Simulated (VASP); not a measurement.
Level of theory: PBEsol GGA, VASP's PBE PAW potentials (set 64) (plane waves; VASP).

VASP input:

KPOINTS:
```
Automatic mesh
0
Gamma
14 14 14
0 0 0
```

INCAR:
```
LWAVE = F
ALGO = Normal
LREAL = F   ! projection in real space or not
LCHARG = F
IBRION = 2   ! conjugate gradients
SYSTEM = WSi2
EDIFF = 1E-6   ! SCF stop (eV)
EDIFFG = -0.02
ISMEAR = 1   ! Methfessel-Paxton
ISIF = 3
SIGMA = 0.1   ! width (eV)
GGA = PS
NELM = 100   ! most electronic steps
NSW = 40
PREC = Accurate
PSTRESS = 200   ! kbar
LASPH = T   ! aspherical one-centre terms
LMAXMIX = 6
ENCUT = 500   ! plane-wave cut-off (eV)
```

POSCAR:
```
WSi2
1
   -1.5606296541     1.5606296541     3.8291253693
    1.5606296541    -1.5606296541     3.8291253693
    1.5606296541     1.5606296541    -3.8291253693
Si W
2 1
Direct
  0.6665094710   0.6665094710   0.0000000000
  0.3334905290   0.3334905290   0.0000000000
  0.0000000000   0.0000000000   0.0000000000
```

POTCAR, in this order: Si W_sv (PBE.64 set). Program: vasp_std.

What will the output report for the number of irreducible k-points (NKPTS), largest plane-wave count, number of space-group operations, FFT grid (NGX, NGY, NGZ)?

The number of irreducible k-points (NKPTS) comes out as 244. The largest plane-wave count is 970 and the number of space-group operations is 16. The FFT grid (NGX, NGY, NGZ) is 32 × 32 × 32.

The compound is WSi2 in the MoSi2 type structure. It was relaxed first under an external pressure of 20 GPa.
